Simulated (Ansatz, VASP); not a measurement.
## One calculation of Cs3Pt, two programs

Contents of INCAR:

```
SYSTEM = Cs3Pt
PREC = Accurate
ENCUT = 520
EDIFF = 1E-6
ISMEAR = 0
SIGMA = 0.05
LREAL = .False.
LASPH = .True.
NELM = 60
ALGO = Fast
ISIF = 2
LWAVE = .False.
LCHARG = .True.
GGA = PS
LELF = .True.
LVHAR = .True.
```

The input KPOINTS:

```
regular mesh
0
Gamma
  5 5 5
  0 0 0
```

The input POSCAR:

```
Cs3Pt
5.7777
    0.999991865275      0.000000000000      0.000000000000
    0.000000000000      0.999991865275      0.000000000000
    0.000000000000      0.000000000000      0.999991865275
Pt Cs
1 3
Direct
    0.5000000000      0.5000000000      0.5000000000
    0.5000000000      0.0000000000      0.0000000000
    0.0000000000      0.5000000000      0.0000000000
    0.0000000000      0.0000000000      0.5000000000
```

input.yaml

```yaml
crystal:
  lattice:
    - [5.777653, 0.0, 0.0]
    - [0.0, 5.777653, 0.0]
    - [0.0, 0.0, 5.777653]
  atoms:
    - { symbol: Pt, position: [0.5, 0.5, 0.5] }
    - { symbol: Cs, position: [0.5, 0.0, 0.0] }
    - { symbol: Cs, position: [0.0, 0.5, 0.0] }
    - { symbol: Cs, position: [0.0, 0.0, 0.5] }
hamiltonian:
  xc: pbesol
  pseudopotentials: { kind: paw }
kpoints:
  mp_grid: { grid: [5, 5, 5] }
scf:
  occupations: { method: gaussian, width: 0.05 }
output:
  forces: true
  stress: true
  eigenvalues: true
```

The cell comes from a database or a generator and needn't be the stable form of this composition.

Alike in both runs: task single point; functional PBEsol; k mesh 5 × 5 × 5; occupations gaussian, width 0.05 eV; no spin polarisation.

|  | VASP | Ansatz |
| --- | --- | --- |
| version | VASP 6.6.1 | Ansatz 0.2.0 |
| potentials or method | VASP PAW PBE potentials, release 64 (Pt, Cs_sv) | Ansatz PAW |
| plane-wave cutoff (eV) | 520 | 420 |
| valence electrons in the cell | 37 | 45 |

```csv
,VASP,Ansatz,Ansatz less VASP
gap on the k mesh at the Fermi level (eV),none,none,-
pressure (GPa),-1.3,-1.3,-0.03
```

A gap of «none» marks a metal or a gap that the smearing closes. The two sets of potentials don't hold the same shells in valence.

Caveats: the PAW data sets were made with another functional, which shifts forces and pressure a little (VASP); the PAW data sets come from PBE, with cores solved anew for the run's functional, which leaves a small shift of forces and pressure (Ansatz). The runs have no spin-orbit coupling, so splittings on Cs, Pt are missing.
